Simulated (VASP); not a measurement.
A cell of Pt (fcc) near equilibrium:

```
CELL_PARAMETERS angstrom
      0.00000     1.95761     1.95761
      1.95761     0.00000     1.95761
      1.95761     1.95761     0.00000
ATOMIC_POSITIONS crystal
  Pt 0.00000 0.00000 0.00000
```

The numbers are results of PBEsol GGA, VASP's PBE PAW potentials (set 64) (plane waves; VASP), not measurements.

| run | ΔE (meV/atom) | σxx | σyy | σzz | largest shear component, with its sign (GPa) | largest force (eV/Å) |
|---|---|---|---|---|---|---|
| as it is | 0.0 | 0.03 | 0.03 | 0.03 | 0.00 | 0.000 |
| after one change | 31.0 | 11.94 | 16.63 | 11.94 | 0.00 | 0.000 |
Stress is in GPa, positive when the cell is compressed.

Q: Name the change that produced these shifts.
A) biaxial strain of -4.0 % in the xy plane
B) uniaxial strain of +1.0 % along y
C) uniaxial strain of -4.0 % along y
D) isotropic strain of +3.0 %

A: C, uniaxial strain of -4.0 % along y

The compound is Pt in the fcc structure.
